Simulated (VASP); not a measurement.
# ZnSnS3 (P1) in VASP: reference runs

Aim: a first look at ZnSnS3 with PBE, on the cell as given.

Program: VASP 6.6.1. These are calculated values, not measurements. Logs are shortened: lines on timing, memory, paths and dates and some standing lists are left out, and cuts for length are marked.

## (1) The cell of the first run

The typed cell holds 10 atoms: a = 6.860 Å, b = 6.860 Å, c = 6.860 Å, α = 55.94°, β = 55.94°, γ = 55.94°.

The cell comes from a database or a generator and needn't be the stable form of this composition.

## (2) Single point, PBE (all atoms moved at random, sigma 0.02 Å a component)

Input file INCAR:

```
SYSTEM = ZnSnS3
ALGO     = Normal         ! electronic algorithm
EDIFF    = 1E-7           ! SCF threshold, eV
ENCUT    = 520            ! plane-wave cutoff, eV
GGA      = PE             ! functional
ISIF     = 2              ! what is computed and relaxed
ISMEAR   = -1             ! smearing method
LASPH    = .True.         ! aspherical terms in the spheres
LCHARG   = .True.         ! write CHGCAR
LELF     = .True.         ! ELF
LREAL    = .False.        ! projectors in reciprocal space
LVHAR    = .True.       
LWAVE    = .False.        ! write WAVECAR
NBANDS   = 55             ! bands
NELM     = 100            ! most SCF steps
PREC     = Accurate       ! precision mode
SIGMA    = 0.05           ! smearing width, eV
```

Input file KPOINTS:

```
k-points
0
Gamma
  5 5 5
  0 0 0
```

Input file POSCAR:

```
ZnSnS3
1.0
    3.2172771000      1.8574958000      5.7671298100
   -3.2172771000      1.8574958000      5.7671298100
    0.0000000000     -3.7149916000      5.7671298100
Zn Sn S
2 2 6
Direct
    0.2069486600      0.2096652200      0.2096310300
    0.7105743000      0.7070169500      0.7096527900
    0.4948325300      0.4938352500      0.4891249900
    0.9939471300      0.9925863200      0.9966879500
    0.0795116100      0.4122314500      0.8126031700
    0.4111500500      0.8091395700      0.0909792800
    0.8070200100      0.0920014200      0.4068429800
    0.5912980100      0.3114459800      0.9038438600
    0.3128701700      0.9115639000      0.5840082000
    0.9130475300      0.5817139500      0.3178257400
```

Potentials or basis: VASP PAW PBE potentials, release 64 (Zn, Sn_d, S).

The run is started by

```bash
cat potpaw_PBE.64/Zn/POTCAR potpaw_PBE.64/Sn_d/POTCAR potpaw_PBE.64/S/POTCAR > POTCAR
mpirun -np 1 vasp_std > vasp.out
```

OUTCAR:

```text
SYSTEM = ZnSnS3
   EDIFF = 1E-7
   ENCUT = 520
   GGA = PE
   ISIF = 2
   ISMEAR = -1
   LASPH = .True.
   LREAL = .False.
   NELM = 100
   PREC = Accurate

 ion  position               nearest neighbor table
   1  0.207  0.210  0.210-  10 2.41   9 2.42   8 2.46   6 2.66   7 2.67   5 2.68
   2  0.711  0.707  0.710-   5 2.38   6 2.44   7 2.45  10 2.64   8 2.65   9 2.67
   3  0.495  0.494  0.489-   6 2.49   7 2.51   5 2.58   8 2.70  10 2.71   9 2.71
   4  0.994  0.993  0.997-   8 2.54  10 2.56   9 2.56   7 2.67   5 2.69   6 2.71
   5  0.080  0.412  0.813-   2 2.38   3 2.58   1 2.68   4 2.69
   6  0.411  0.809  0.091-   2 2.44   3 2.49   1 2.66   4 2.71
   7  0.807  0.092  0.407-   2 2.45   3 2.51   1 2.67   4 2.67
   8  0.591  0.311  0.904-   1 2.46   4 2.54   2 2.65   3 2.70
   9  0.313  0.912  0.584-   1 2.42   4 2.56   2 2.67   3 2.71
  10  0.913  0.582  0.318-   1 2.41   4 2.56   2 2.64   3 2.71

  LATTYP: Found a trigonal (rhomboedric) cell.
 ALAT       =     6.8600983106
 COS(alpha) =     0.5601078092

  Lattice vectors:

 A1 = (   3.2172771000,   1.8574958000,   5.7671298100)
 A2 = (  -3.2172771000,   1.8574958000,   5.7671298100)
 A3 = (   0.0000000000,  -3.7149916000,   5.7671298100)

Analysis of symmetry for initial positions (statically):
=====================================================================
 Subroutine PRICEL returns:
 Original cell was already a primitive cell.

 Routine SETGRP: Setting up the symmetry group for a
 trigonal (rhombohedral) supercell.

 Subroutine GETGRP returns: Found  1 space group operations
 (whereof  1 operations were pure point group operations)
 out of a pool of 12 trial point group operations.

The static configuration has the point symmetry C_1 .

Analysis of symmetry for dynamics (positions and initial velocities):
=====================================================================
 Subroutine PRICEL returns:
 Original cell was already a primitive cell.

 Routine SETGRP: Setting up the symmetry group for a
 trigonal (rhombohedral) supercell.

 Subroutine GETGRP returns: Found  1 space group operations
 (whereof  1 operations were pure point group operations)
 out of a pool of 12 trial point group operations.

The dynamic configuration has the point symmetry C_1 .

 Subroutine INISYM returns: Found  1 space group operations
 (whereof  1 operations are pure point group operations),
 and found     1 'primitive' translations

----------------------------------------------------------------------------------------

                                     Primitive cell

  volume of cell :     206.7889

  direct lattice vectors                    reciprocal lattice vectors
     3.217277100  1.857495800  5.767129810     0.155410922  0.089726538  0.057798826
    -3.217277100  1.857495800  5.767129810    -0.155410922  0.089726538  0.057798826
     0.000000000 -3.714991600  5.767129810     0.000000000 -0.179453075  0.057798826

  length of vectors
     6.860098311  6.860098311  6.860098311     0.188531458  0.188531458  0.188531458

  position of ions in fractional coordinates (direct lattice)
     0.206948660  0.209665220  0.209631030
     0.710574300  0.707016950  0.709652790
     0.494832530  0.493835250  0.489124990
     0.993947130  0.992586320  0.996687950
     0.079511610  0.412231450  0.812603170
     0.411150050  0.809139570  0.090979280
     0.807020010  0.092001420  0.406842980
     0.591298010  0.311445980  0.903843860
     0.312870170  0.911563900  0.584008200
     0.913047530  0.581713950  0.317825740

  ion indices of the primitive-cell ions
   primitive index   ion index
                 1           1
                 2           2
                 3           3
                 4           4
                 5           5
                 6           6
                 7           7
                 8           8
                 9           9
                10          10

----------------------------------------------------------------------------------------

 KPOINTS: k-points

Automatic generation of k-mesh.
 Grid dimensions read from file:
 generate k-points for:    5    5    5

 Generating k-lattice:

  Cartesian coordinates                     Fractional coordinates (reciprocal lattice)
     0.031082184  0.017945308  0.011559765     0.200000000 -0.000000000 -0.000000000
    -0.031082184  0.017945308  0.011559765    -0.000000000  0.200000000 -0.000000000
     0.000000000 -0.035890615  0.011559765    -0.000000000 -0.000000000  0.200000000

  Length of vectors
     0.037706292  0.037706292  0.037706292

  Shift w.r.t. Gamma in fractional coordinates (k-lattice)
     0.000000000  0.000000000  0.000000000

 Subroutine IBZKPT returns following result:
 ===========================================

 Found     63 irreducible k-points:

 Following reciprocal coordinates:
            Coordinates               Weight
  0.000000  0.000000  0.000000      1.000000
  0.200000  0.000000  0.000000      2.000000
  0.000000  0.200000  0.000000      2.000000
 -0.000000 -0.000000  0.200000      2.000000
  0.400000  0.000000  0.000000      2.000000
  0.000000  0.400000  0.000000      2.000000
[... 16 lines left out ...]
 -0.200000  0.200000  0.000000      2.000000
  0.200000  0.000000 -0.200000      2.000000
 [... further k-points ...]
   k-points           NKPTS =     63   k-points in BZ     NKDIM =     63   number of bands    NBANDS=     55
   number of dos      NEDOS =    301   number of ions     NIONS =     10
   total plane-waves  NPLWV = 157464
   dimension x,y,z NGX =    54 NGY =   54 NGZ =   54
   dimension x,y,z NGXF=   108 NGYF=  108 NGZF=  108
   ions per type =               2   2   6
   NGX,Y,Z   is equivalent  to a cutoff of  13.09, 13.09, 13.09 a.u.
   NGXF,Y,Z  is equivalent  to a cutoff of  26.17, 26.17, 26.17 a.u.
 SYSTEM =  ZnSnS3
   PREC   = accura    normal or accurate (medium, high low for compatibility)
   ISTART =      0    job   : 0-new  1-cont  2-samecut
   ICHARG =      2    charge: 1-file 2-atom 10-const
   ISPIN  =      1    spin polarized calculation?
   LNONCOLLINEAR =      F non collinear calculations
   LSORBIT =      F    spin-orbit coupling
   LASPH  =      T    aspherical Exc in radial PAW
   ENCUT  =  520.0 eV  38.22 Ry    6.18 a.u.  12.76 12.76 12.76*2*pi/ulx,y,z
   NELM   =    100;   NELMIN=  2; NELMDL= -5     # of ELM steps
   EDIFF  = 0.1E-06   stopping-criterion for ELM
   LREAL  =      F    real-space projection
   EDIFFG = 0.1E-05   stopping-criterion for IOM
   NSW    =      0    number of steps for IOM
   IBRION =     -1    ionic relax: 0-MD 1-quasi-New 2-CG
   NFREE  =      0    steps in history (QN), initial steepest desc. (CG)
   ISIF   =      2    stress and relaxation
   ISYM   =      2    0-nonsym 1-usesym 2-fastsym
   POTIM  = 0.5000    time-step for ionic-motion
   TEBEG  =    0.0;   TEEND  =   0.0 temperature during run
   PSTRESS=    0.0 pullay stress
   NELECT =      88.0000    total number of electrons
   NUPDOWN=      -1.0000    fix difference up-down
   EMIN   =  10.00;   EMAX   =-10.00  energy-range for DOS
   EFERMI =   0.00;   METHOD = LEGACY
   ISMEAR =    -1;   SIGMA  =   0.05  broadening in eV -4-tet -1-fermi 0-gaus
   EFERMI_NEDOS =   21; number of points for ismear=-14 and -15
   IALGO  =     38    algorithm
   IMIX   =      4    mixing-type and parameters
     AMIX     =   0.40;   BMIX     =  1.00
     AMIX_MAG =   1.60;   BMIX_MAG =  1.00
  volume/ion in A,a.u.               =      20.68       139.55
  Fermi-wavevector in a.u.,A,eV,Ry     =   1.231383  2.326977 20.630583  1.516305
  Thomas-Fermi vector in A             =   2.366195
   LORBIT       =      0    0 simple, 1 ext, 2 COOP (PROOUT), +10 PAW based schemes
   GGA     = PE    functional components
   LHFCALC =     F    Hartree Fock is set to
   AEXX    =    0.0000 exact exchange contribution
   IVDW    =     0    specifies the selected vdW correction
   LEPSILON=     F    determine dielectric tensor
   LRPA    =     F    only Hartree local field effects (RPA)
 non-spin polarized calculation
  energy-cutoff  :      520.00
  volume of cell :      206.79
 maximum number of plane-waves:      5585
 NGX is ok and might be reduce to    54
   NGX = 25   NGY = 25   NGZ = 25

 number of electron      87.9999995 magnetization

 Free energy of the ion-electron system (eV)
  ---------------------------------------------------
  ext. energy  EPLUGINS =         0.00000000
  ---------------------------------------------------
  free energy    TOTEN  =       -38.41338873 eV

  energy without entropy =      -38.41263839  energy(sigma->0) =      -38.41301356

 E-fermi :   4.6049     XC(G=0):  -9.9258

 val. band max:        4.3553597535   @ k =   0.0000   0.0000   0.0000
 cond. band min:       4.7222768422   @ k =   0.0000   0.0000   0.0000
 fundamental gap:      0.3669170887
 Fermi energy:         4.6049148533

 k-point     1 :       0.0000    0.0000    0.0000
  band No.  band energies     occupation
      1     -17.0104      2.00000
      2     -17.0010      2.00000
      3     -16.9761      2.00000
      4     -16.9690      2.00000
      5     -16.9580      2.00000
      6     -16.9416      2.00000
[... 47 lines left out ...]
     54      10.5163      0.00000
     55      11.4683      0.00000

 k-point     2 :       0.2000    0.0000    0.0000
  band No.  band energies     occupation
      1     -17.0086      2.00000
      2     -16.9992      2.00000
      3     -16.9779      2.00000
      4     -16.9708      2.00000
      5     -16.9575      2.00000
      6     -16.9416      2.00000
[... 47 lines left out ...]
     54      10.3713      0.00000
     55      11.1980      0.00000

 k-point     3 :       0.0000    0.2000    0.0000
  band No.  band energies     occupation
      1     -17.0086      2.00000
      2     -16.9992      2.00000
      3     -16.9780      2.00000
      4     -16.9707      2.00000
      5     -16.9576      2.00000
      6     -16.9416      2.00000
[... 1152 lines left out ...]
 k-point    23 :      -0.2000    0.2000    0.0000
  band No.  band energies     occupation
      1     -17.0052      2.00000
      2     -16.9987      2.00000
      3     -16.9814      2.00000
      4     -16.9713      2.00000
      5     -16.9572      2.00000
      6     -16.9417      2.00000
[... 47 lines left out ...]
     54      10.3676      0.00000
     55      11.0147      0.00000

 k-point    24 :       0.2000    0.0000   -0.2000
  band No.  band energies     occupation
      1     -17.0079      2.00000
      2     -16.9963      2.00000
      3     -16.9786      2.00000
      4     -16.9740      2.00000
      5     -16.9571      2.00000
      6     -16.9418      2.00000
[... 47 lines left out ...]
     54      10.4141      0.00000
     55      11.0328      0.00000

 [... further k-points ...]

------------------------ aborting loop because EDIFF is reached ----------------------------------------

  FORCE on cell =-STRESS in cart. coord.  units (eV):
  Direction    XX          YY          ZZ          XY          YZ          ZX
  --------------------------------------------------------------------------------------
  -------------------------------------------------------------------------------------
  Total        0.5410097     -0.0579831      0.4019940     -0.2737158     -0.4979674      0.0749757
  in kB        4.1916825     -0.4492467      3.1146042     -2.1207195     -3.8581950      0.5809031
  external PRESSURE =       2.2856800 kB  Pullay stress =       0.0000000 kB

 VOLUME and BASIS-vectors are now :
 -----------------------------------------------------------------------------
  energy-cutoff  :      520.00
  volume of cell :      206.79
      direct lattice vectors                 reciprocal lattice vectors
     3.217277100  1.857495800  5.767129810     0.155410922  0.089726538  0.057798826
    -3.217277100  1.857495800  5.767129810    -0.155410922  0.089726538  0.057798826
     0.000000000 -3.714991600  5.767129810     0.000000000 -0.179453075  0.057798826

 POSITION                                       TOTAL-FORCE (eV/Angst)
 -----------------------------------------------------------------------------------
     -0.00874     -0.00492      3.61164         0.055486      0.107802     -0.061294
      0.01144     -0.00318     12.26809        -0.146177      0.004586     -0.169247
      0.00321      0.01935      8.52262        -0.155517     -0.338734      0.350877
      0.00438     -0.01271     17.20463         0.067570      0.107611     -0.051283
     -1.07045     -2.10540      7.52233         0.460068      0.190267      0.278061
     -1.28044      1.92870      7.56226        -0.210193      0.172243     -0.154614
      2.30041      0.15851      7.53109         0.161897     -0.051868     -0.045091
      0.90036     -1.68093     10.41883        -0.025489     -0.125199     -0.124755
     -1.92616      0.10480     10.42952         0.066378     -0.310497      0.030376
      1.06599      1.59579     10.45343        -0.274022      0.243788     -0.053030
 -----------------------------------------------------------------------------------
    total drift:                                0.000076     -0.000820     -0.000426

  FREE ENERGIE OF THE ION-ELECTRON SYSTEM (eV)
  ---------------------------------------------------
  free  energy   TOTEN  =       -38.4133887274 eV

  energy  without entropy=      -38.4126383882  energy(sigma->0) =      -38.41301356
```

It took 15 min on 1 thread of Intel Xeon Platinum 8488C (Sapphire Rapids), shared host; peak memory 0.78 GiB.

Results:

| Item | Value |
| --- | --- |
| Free energy | -38.4134 eV |
| Pressure | 0.2 GPa |
| Largest force | 0.570 eV/Å |
| Band gap on the k mesh | 0.37 eV, direct |

Forces on the atoms (eV/Å):
```
Zn   0.055  0.108 -0.061
Zn  -0.146  0.005 -0.169
Sn  -0.156 -0.339  0.351
Sn   0.068  0.108 -0.051
S    0.460  0.190  0.278
S   -0.210  0.172 -0.155
S    0.162 -0.052 -0.045
S   -0.025 -0.125 -0.125
S    0.066 -0.310  0.030
S   -0.274  0.244 -0.053
```

Stress tensor (GPa, compression positive):
```
 0.42 -0.21  0.06
-0.21 -0.04 -0.39
 0.06 -0.39  0.31
```

Levels at points of the mesh, in eV from the valence-band top:
```tsv
k point	band 42	band 43	band 44	band 45	band 46	band 47
(0.00, 0.00, 0.00)	-0.42	-0.04	0.00	0.37	2.24	2.58
```

Caveat: spin-orbit coupling is left out, which moves the levels of the heavy elements.
